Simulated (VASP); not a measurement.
Shape and ions are relaxed at each volume.

Energy against volume of Y (hcp). Method: PBE GGA, VASP's PBE PAW potentials (set 64) (plane waves; VASP).

```json
[
 {"V (Å³/atom)": "30.726", "E (eV/atom)": "-6.41207"},
 {"V (Å³/atom)": "31.707", "E (eV/atom)": "-6.42569"},
 {"V (Å³/atom)": "32.688", "E (eV/atom)": "-6.43091"},
 {"V (Å³/atom)": "33.668", "E (eV/atom)": "-6.42851"},
 {"V (Å³/atom)": "34.649", "E (eV/atom)": "-6.41932"}
]
```

Question: Fit a third-order Birch-Murnaghan equation of state.

Answer: 
| Quantity | Value |
|---|---|
| volume per atom | 32.85 Å³/atom |
| bulk modulus | 40.7 GPa |
| pressure derivative of the bulk modulus | 2.56 |

Measured: bulk modulus 41.7 GPa at 0 K (computed value off by -2.3 %), as given by Vázquez-Parga, Fernández-Martínez, Viñes, J. Chem. Theory Comput. (2023), doi:10.1021/acs.jctc.3c00612, Supporting … [zero-point energy and finite temperature contributions removed].

The compound is Y in the hcp structure. It was relaxed first.
